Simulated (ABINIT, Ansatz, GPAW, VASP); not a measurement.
## WS2 (R3m, 3 atoms in the cell) computed with different codes at matched settings

Self-consistent single point.

```
CELL_PARAMETERS angstrom
      1.59244     0.91939     6.48980
     -1.59244     0.91939     6.48980
      0.00000    -1.83879     6.48980
ATOMIC_POSITIONS crystal
  W  0.00067 0.00067 0.00067
  S  0.41411 0.41411 0.41411
  S  0.25392 0.25392 0.25392
```

All programs got the same cell, k-point mesh and kind of occupations (some realise fixed ones as a very narrow smearing) (in Ansatz's words: kpoints.mp_grid.grid = 8 8 8; scf.occupations.method = fixed); potentials, basis and cutoffs are each program's usual ones.

```json
[
 {"code": "ABINIT", "model": "PBEsol, norm-conserving pseudopotentials (PseudoDojo nc-sr-04 PBEsol standard)", "pressure (GPa)": "-2.89", "largest force (eV/Å)": "0.113", "cutoff": "1007 eV"},
 {"code": "GPAW", "model": "PBEsol, GPAW PAW datasets PBEsol (made by gpaw-setup)", "pressure (GPa)": "-2.97", "largest force (eV/Å)": "0.111", "cutoff": "550 eV"},
 {"code": "VASP", "model": "PBEsol, VASP's PBE PAW potentials (set 64)", "pressure (GPa)": "-3.29", "largest force (eV/Å)": "0.085", "cutoff": "300 eV"},
 {"code": "Ansatz", "model": "PBEsol, default PAW files made with PBE", "pressure (GPa)": "-2.91", "largest force (eV/Å)": "0.115", "cutoff": "420 eV"}
]
```

The spread over the programs that give each value: pressure within 0.40 GPa; largest force within 0.030 eV/Å.

The starting cell comes from a database of computed structures (which also holds hypothetical and non-ambient phases and stackings), without a prior relaxation at this level. On Ansatz's run: Spin-orbit coupling is off. Spin polarisation is off.

Problem. Why do the programs differ, and what cannot be compared?

Solution. Differences of this kind can come from the potentials, where these differ, and from what each basis and cutoff leave unconverged. The zero of total energies and Fermi levels follows the potentials and each program's conventions, so they are not compared here. Ansatz's pressure is given at a fixed set of plane waves, as the other plane-wave codes print theirs.

This mesh misses zone-boundary points where a band edge of such crystals can lie, so no gaps are given.

VASP's run is marked for a possible Pulay error in its stress at this cutoff; no cutoff test was made.

VASP ran the fixed occupations as a Gaussian smearing of 0.01 eV.

Left out of this page: Quantum ESPRESSO, CP2K, FLEUR and SIESTA (not drawn, or without a comparable value).

Ansatz is a program for electronic structure.

Keys are those of Ansatz 0.2.
